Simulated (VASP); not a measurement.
Input:

```yaml
crystal:
  lattice:
    - [2.80000, 0.00000, 0.00000]
    - [0.00000, 2.80000, 0.00000]
    - [0.00000, 0.00000, 3.67000]
  atoms:
    - { symbol: Cu, position: [0.00000, 0.00000, 0.00000] }
    - { symbol: Au, position: [0.50000, 0.50000, 0.50000] }
```

Level of theory: PBE GGA, VASP's PBE PAW potentials (set 64) (plane waves; VASP). Settings: 400 eV cut-off, 9×9×7 Γ-centred mesh, first-order Methfessel-Paxton smearing of 0.10 eV, potentials Cu Au.

Task: Give the stress tensor in GPa (positive for a compressed cell).

Result: 
```
6.37  0.00  0.00
0.00  6.37  0.00
0.00  0.00  5.53
```
The pressure is its mean diagonal, 6.09 GPa.

The compound is CuAu in the L1_0 structure. The cell was not relaxed at this level. The run is one of a series of settings (KPOINTS 9×9×7 Γ-centred mesh against the base run), some of them coarse on purpose.
